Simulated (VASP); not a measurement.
Computed with LDA (Ceperley-Alder, Perdew-Zunger), VASP's LDA PAW potentials (set 64) (plane waves; VASP 6.6.1).

VASP ran on this input.

File KPOINTS:
```
Automatic mesh
0
Gamma
8 8 8
0 0 0
```

POSCAR:
```
SrVO3
1
    3.7041107874     0.0000000000     0.0000000000
    0.0000000000     3.7041107874     0.0000000000
    0.0000000000     0.0000000000     3.7041107874
Sr V O
1 1 3
Direct
  0.0000000000   0.0000000000   0.0000000000
  0.5000000000   0.5000000000   0.5000000000
  0.5000000000   0.0000000000   0.5000000000
  0.0000000000   0.5000000000   0.5000000000
  0.5000000000   0.5000000000   0.0000000000
```

INCAR:
```
SYSTEM  =  SrVO3
PREC  =  Accurate; ENCUT  =  520; LREAL  =  .FALSE.
LASPH  =  .TRUE.
EDIFF  =  1E-7; NELM  =  100; ALGO  =  Normal
LMAXMIX  =  4
ISMEAR  =  1; SIGMA  =  0.1
ISIF  =  2
LWAVE  =  .FALSE.; LCHARG  =  .FALSE.
```

POTCAR, in this order: Sr_sv V_sv O (LDA.64 set). Program: vasp_std.

Output of the run:

**OSZICAR**
```
       N       E                     dE             d eps       ncg     rms          rms(c)
DAV:   1     0.454286869160E+03    0.45429E+03   -0.24236E+04  1680   0.182E+03
DAV:   2    -0.277871702263E+02   -0.48207E+03   -0.47754E+03  2168   0.502E+02
DAV:   3    -0.525918335156E+02   -0.24805E+02   -0.24691E+02  1744   0.125E+02
DAV:   4    -0.534107942032E+02   -0.81896E+00   -0.81607E+00  3016   0.195E+01
DAV:   5    -0.534154871391E+02   -0.46929E-02   -0.46844E-02  1952   0.132E+00    0.495E+01
DAV:   6    -0.447150219185E+02    0.87005E+01   -0.84090E+01  2360   0.779E+01    0.213E+01
DAV:   7    -0.440356631906E+02    0.67936E+00   -0.22174E+01  1960   0.457E+01    0.215E+01
DAV:   8    -0.435408780896E+02    0.49479E+00   -0.36786E+00  1928   0.193E+01    0.179E+00
DAV:   9    -0.435296162134E+02    0.11262E-01   -0.18126E-01  2080   0.375E+00    0.804E-01
DAV:  10    -0.435280515055E+02    0.15647E-02   -0.16254E-02  2192   0.119E+00    0.296E-01
DAV:  11    -0.435280658922E+02   -0.14387E-04   -0.13118E-03  2096   0.302E-01    0.112E-01
DAV:  12    -0.435280256966E+02    0.40196E-04   -0.17363E-04  2192   0.109E-01    0.327E-02
DAV:  13    -0.435280227027E+02    0.29938E-05   -0.38569E-05  2096   0.637E-02    0.165E-02
DAV:  14    -0.435280227472E+02   -0.44463E-07   -0.21339E-06  2288   0.100E-02    0.118E-02
DAV:  15    -0.435280224836E+02    0.26362E-06   -0.75591E-07  1888   0.881E-03    0.408E-03
DAV:  16    -0.435280224666E+02    0.16968E-07   -0.12307E-07   912   0.258E-03
   1 F= -.43528022E+02 E0= -.43527185E+02  d E =-.251091E-02
```

**OUTCAR**
```
------------------------ aborting loop because EDIFF is reached ----------------------------------------
  FORCE on cell =-STRESS in cart. coord.  units (eV):
  Direction    XX          YY          ZZ          XY          YZ          ZX
  --------------------------------------------------------------------------------------
  Total        4.8913120      4.8913120      4.8913120      0.0000000      0.0000000     -0.0000000
  in kB      154.1998840    154.1998840    154.1998840      0.0000000      0.0000000     -0.0000000
  external PRESSURE =     154.1998840 kB  Pullay stress =       0.0000000 kB
  volume of cell :       50.82
      direct lattice vectors                 reciprocal lattice vectors
     3.704110787  0.000000000  0.000000000     0.269970327  0.000000000  0.000000000
     0.000000000  3.704110787  0.000000000     0.000000000  0.269970327  0.000000000
     0.000000000  0.000000000  3.704110787     0.000000000  0.000000000  0.269970327
 POSITION                                       TOTAL-FORCE (eV/Angst)
 -----------------------------------------------------------------------------------
      0.00000      0.00000      0.00000         0.000000      0.000000      0.000000
      1.85206      1.85206      1.85206         0.000000      0.000000      0.000000
      1.85206      0.00000      1.85206         0.000000      0.000000      0.000000
      0.00000      1.85206      1.85206         0.000000      0.000000      0.000000
      1.85206      1.85206      0.00000         0.000000      0.000000      0.000000
 -----------------------------------------------------------------------------------
    total drift:                                0.000000      0.000000      0.000000
  FREE ENERGIE OF THE ION-ELECTRON SYSTEM (eV)
  ---------------------------------------------------
  free  energy   TOTEN  =       -43.5280224666 eV

  energy  without entropy=      -43.5255115574  energy(sigma->0) =      -43.52718550
```
(Selected blocks of OUTCAR.)

OUTCAR:
```
 val. band max:        7.3867714777   @ k =   0.2500   0.2500   0.0000

 cond. band min:       7.4675006239   @ k =   0.2500   0.0000   0.0000


 Fermi energy:         7.4610855959

 k-point     1 :       0.0000    0.0000    0.0000
  band No.  band energies     occupation
      1     -57.7192      2.00000
      2     -32.0639      2.00000
      3     -32.0639      2.00000
      4     -32.0639      2.00000
      5     -26.9598      2.00000
      6     -12.9085      2.00000
      7     -11.5764      2.00000
      8     -11.5764      2.00000
      9      -9.1307      2.00000
     10      -9.1307      2.00000
     11      -9.1307      2.00000
     12       1.7125      2.00000
     13       1.7125      2.00000
     14       1.7125      2.00000
     15       3.5488      2.00000
     16       3.5488      2.00000
     17       3.5488      2.00000
     18       4.6682      2.00000
     19       4.6682      2.00000
     20       4.6682      2.00000
     21       6.0993      2.00000
     22       6.0993      2.00000
     23       6.0993      2.00000
     24       8.9451     -0.00000

 k-point     2 :       0.1250    0.0000    0.0000
  band No.  band energies     occupation
      1     -57.7190      2.00000
      2     -32.0732      2.00000
      3     -32.0634      2.00000
      4     -32.0634      2.00000
      5     -26.9506      2.00000
      6     -12.9267      2.00000
      7     -11.5988      2.00000
      8     -11.5662      2.00000
      9      -9.1163      2.00000
     10      -9.1163      2.00000
     11      -8.9715      2.00000
     12       1.4444      2.00000
     13       1.6828      2.00000
     14       1.6828      2.00000
     15       3.2540      2.00000
     16       3.2540      2.00000
     17       3.3585      2.00000
     18       4.1121      2.00000
     19       4.5143      2.00000
     20       4.5143      2.00000
     21       6.1240      2.00000
     22       6.5903      2.00000
     23       6.5903      2.00000
     24       8.9667     -0.00000
...
```

The compound is SrVO3 in the cubic perovskite structure. This cell is one point of a volume scan, at 0.94 of the reference volume. The run is not spin-polarised, so no magnetic state was tried. The electron count is odd and the run is not spin-polarised, which forces a metal.
